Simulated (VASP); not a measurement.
Input of a VASP 6.6.1 run:

File INCAR:

```
SYSTEM = GaN
PREC = Accurate ; ENCUT = 520
EDIFF = 1E-7 ; ISMEAR = 0
SIGMA = 0.02 ; LREAL = .False.
LASPH = .True. ; NELM = 100
ALGO = Fast ; ISIF = 3
LWAVE = .False. ; LCHARG = .False.
GGA = PE ; IBRION = 2
NSW = 80 ; EDIFFG = -0.002
AMIX = 0.2
```

Contents of KPOINTS:

```
Automatic mesh
0
Gamma
  12 12 12
  0 0 0
```

POSCAR

```
GaN                                     
1.0
    0.0000000000      2.2744986338      2.2744986338
    2.2744986338      0.0000000000      2.2744986338
    2.2744986338      2.2744986338      0.0000000000
  Ga              N             
     1     1
Direct
     0.0000000000000000    0.0000000000000000    0.0000000000000000
     0.7500000000000000    0.7500000000000000    0.7500000000000000
```

Potentials or basis: VASP PAW PBE potentials, release 64 (Ga_d, N).

The run is started by

```bash
$ cat potpaw_PBE.64/Ga_d/POTCAR potpaw_PBE.64/N/POTCAR > POTCAR
$ mpirun -np 1 vasp_std > vasp.out
```

Q: Predict the band gap on the k mesh.

A: 1.54 eV, direct.

Final structure:
```
Ga N
1.0
     0.00000    2.27450    2.27450
     2.27450    0.00000    2.27450
     2.27450    2.27450    0.00000
Ga N
1 1
Cartesian
  0.0000 0.0000 0.0000
  3.4117 3.4117 3.4117
```

Caveat: the relaxation stopped at its first step, so nothing moved. PBE gaps usually lie below the measured ones, often by a third to a half.
